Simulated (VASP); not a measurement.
Method: LDA (Ceperley-Alder, Perdew-Zunger), VASP's LDA PAW potentials (set 64) (plane waves; VASP).

VASP input:

File POSCAR:
```
NaI
6.2623790
  0.0000000000   0.5000000208   0.5000000208
  0.5000000208   0.0000000000   0.5000000208
  0.5000000208   0.5000000208   0.0000000000
Na I
1 1
direct
  0.0000000000   0.0000000000   0.0000000000
  0.5000000000   0.5000000000   0.5000000000
```

**INCAR**
```
SYSTEM=NaI
PREC=Accurate; ENCUT=520; LREAL=.False.
LASPH=.True.
EDIFF=1E-7; NELM=100; ALGO=Normal
LMAXMIX=4
ISMEAR=-5
ISIF=2
LWAVE=.False.; LCHARG=.True.; LORBIT=11
NEDOS=601
```

### KPOINTS
```
K-points
0
Gamma
 8 8 8
0 0 0
```

POTCAR, in this order: Na_pv I (LDA.64 set). Program: vasp_std.

What VASP printed:

### OSZICAR
```
       N       E                     dE             d eps       ncg     rms          rms(c)
DAV:   1     0.761014449067E+02    0.76101E+02   -0.69342E+03   646   0.115E+03
DAV:   2    -0.237063929214E+00   -0.76339E+02   -0.72143E+02   709   0.235E+02
DAV:   3    -0.593062315595E+01   -0.56936E+01   -0.56560E+01   784   0.651E+01
DAV:   4    -0.607975134158E+01   -0.14913E+00   -0.14905E+00   744   0.113E+01
DAV:   5    -0.608403786063E+01   -0.42865E-02   -0.42863E-02   765   0.198E+00    0.177E+00
DAV:   6    -0.603041903277E+01    0.53619E-01   -0.64380E-02   728   0.197E+00    0.116E+00
DAV:   7    -0.601751340676E+01    0.12906E-01   -0.45988E-02   731   0.148E+00    0.474E-01
DAV:   8    -0.601714291154E+01    0.37050E-03   -0.24527E-03   704   0.518E-01    0.815E-02
DAV:   9    -0.601712028606E+01    0.22625E-04   -0.82883E-05   767   0.115E-01    0.347E-02
DAV:  10    -0.601711877414E+01    0.15119E-05   -0.18244E-05   877   0.638E-02    0.368E-03
DAV:  11    -0.601711866805E+01    0.10609E-06   -0.89310E-07   801   0.152E-02    0.282E-03
DAV:  12    -0.601711866955E+01   -0.15011E-08   -0.58267E-08   412   0.223E-03
   1 F= -.60171187E+01 E0= -.60171187E+01  d E =0.000000E+00
```

**OUTCAR**
```
------------------------ aborting loop because EDIFF is reached ----------------------------------------
  FORCE on cell =-STRESS in cart. coord.  units (eV):
  Direction    XX          YY          ZZ          XY          YZ          ZX
  --------------------------------------------------------------------------------------
  Total        0.0016997      0.0016997      0.0016997      0.0000000      0.0000000     -0.0000000
  in kB        0.0443542      0.0443542      0.0443542      0.0000000      0.0000000     -0.0000000
  external PRESSURE =       0.0443542 kB  Pullay stress =       0.0000000 kB
  volume of cell :       61.40
      direct lattice vectors                 reciprocal lattice vectors
     0.000000000  3.131189630  3.131189630    -0.159683717  0.159683717  0.159683717
     3.131189630  0.000000000  3.131189630     0.159683717 -0.159683717  0.159683717
     3.131189630  3.131189630  0.000000000     0.159683717  0.159683717 -0.159683717
  FREE ENERGIE OF THE ION-ELECTRON SYSTEM (eV)
  ---------------------------------------------------
  free  energy   TOTEN  =        -6.0171186696 eV

  energy  without entropy=       -6.0171186696  energy(sigma->0) =       -6.01711867

 total charge

# of ion       s       p       d       tot
------------------------------------------
    1        0.052   5.979   0.000   6.031
    2        1.500   2.856   0.004   4.360
--------------------------------------------------
tot          1.552   8.835   0.004  10.391
```
(Selected blocks of OUTCAR.)

The compound is NaI in the rock salt structure. It was relaxed first, which changed the volume by -9 %.
